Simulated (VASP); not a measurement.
A convergence study with VASP on HfN (rock salt): one setting is varied, all else stays as given below, so the limit is that of these other settings.

```yaml
crystal:
  lattice:
    - [0.00000, 2.26000, 2.26000]
    - [2.26000, 0.00000, 2.26000]
    - [2.26000, 2.26000, 0.00000]
  atoms:
    - { symbol: Hf, position: [0.00000, 0.00000, 0.00000] }
    - { symbol: N, position: [0.50000, 0.50000, 0.50000] }
```

The numbers are results of PBEsol GGA, VASP's PBE PAW potentials (set 64) (plane waves; VASP), not measurements. The tightest run used: 700 eV cut-off, 24×24×24 Γ-centred mesh, tetrahedra with Blöchl corrections, potentials Hf_pv N.

```tsv
setting	E (eV/atom)	pressure (GPa)	irreducible k-points
3×3×3 mesh	-11.6244	-7.45	4
4×4×4 mesh	-11.5592	-6.35	8
5×5×5 mesh	-11.5239	-6.04	10
6×6×6 mesh	-11.5059	-5.69	16
7×7×7 mesh	-11.4929	-5.52	20
8×8×8 mesh	-11.4989	-5.67	29
```

These are the cheaper rows. Estimate the results at 24×24×24 mesh, and how far the last row shown lies from them.

| quantity | tightest run | last row shown is off by |
|---|---|---|
| E (eV/atom) | -11.4957 | -0.0032 |
| pressure (GPa) | -5.66 | 0.00 |

Left out are rungs that failed or repeat a setting and relaxations that didn't move; long series are thinned to 24 rows.

The compound is HfN in the rock salt structure. The cell was not relaxed at this level. The electron count is odd and the run is not spin-polarised, which forces a metal.
